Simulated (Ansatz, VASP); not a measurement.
**Two plane-wave programs on GaSn**

The input INCAR:

```
PREC = Accurate
ENCUT = 600
EDIFF = 1E-6
ISMEAR = -1
SIGMA = 0.05
LREAL = F
LASPH = T
NELM = 100
ALGO = Normal
ISIF = 3
LWAVE = F
LCHARG = F
GGA = PS
IBRION = 2
NSW = 40
EDIFFG = -0.02
```

Contents of KPOINTS:

```
regular mesh
0
Gamma
  8 8 8
```

The input POSCAR:

```
GaSn
1.0
    0.0000000000      2.9028814200      3.0982155700
    2.7292512900      0.0000000000      3.0982155700
    2.7292512900      2.9028814200      0.0000000000
Ga Sn
1 1
Direct
    0.5000000000      0.5000000000      0.5000000000
    0.0000000000      0.0000000000      0.0000000000
```

File input.yaml:

```yaml
crystal:
  lattice:
    - [0.0, 2.90288142, 3.09821557]
    - [2.72925129, 0.0, 3.09821557]
    - [2.72925129, 2.90288142, 0.0]
  atoms:
    - { symbol: Ga, position: [0.5, 0.5, 0.5] }
    - { symbol: Sn, position: [0.0, 0.0, 0.0] }
hamiltonian:
  xc: pbesol
  pseudopotentials: { kind: paw }
kpoints:
  mp_grid: { grid: [8, 8, 8] }
scf:
  occupations: { method: fermi_dirac, width: 0.05 }
output:
  forces: true
  stress: true
  eigenvalues: true
relax:
  f_tol: 0.01
  max_steps: 40
  cell: { stress_tol: 0.05 }
```

The cell was built by a generator and needn't be a form met in nature.

Alike in both runs: task relaxation of cell and atoms; functional PBEsol; k mesh 8 × 8 × 8; occupations fermi-dirac, width 0.05 eV; no spin polarisation.

|  | VASP | Ansatz |
| --- | --- | --- |
| version | VASP 6.6.1 | Ansatz 0.2.0 |
| potentials or method | VASP PAW PBE potentials, release 64 (Ga_d, Sn_d) | Ansatz PAW |
| plane-wave cutoff (eV) | 600 | 420 |
| valence electrons in the cell | 27 | 27 |

```tsv
	VASP	Ansatz	Ansatz less VASP
gap on the k mesh at the Fermi level, each at its own relaxed structure (eV)	none	none	-
relaxed volume (Å³/atom)	23.09	23.08	-0.005
relaxed cell length with the largest relative difference (Å)	4.027	4.027	-0.0004
energy change over the relaxation (meV/atom)	-69	-69	-0.1
```

A gap of «none» marks a metal or a gap that the smearing closes.

Caveats: the PAW data sets were made with another functional, which shifts forces and pressure a little (VASP); the plane-wave basis is chosen anew once the cell has moved, so the energies of steps on either side of that aren't comparable (Ansatz); the PAW data sets come from PBE, with cores solved anew for the run's functional, which leaves a small shift of forces and pressure (Ansatz).
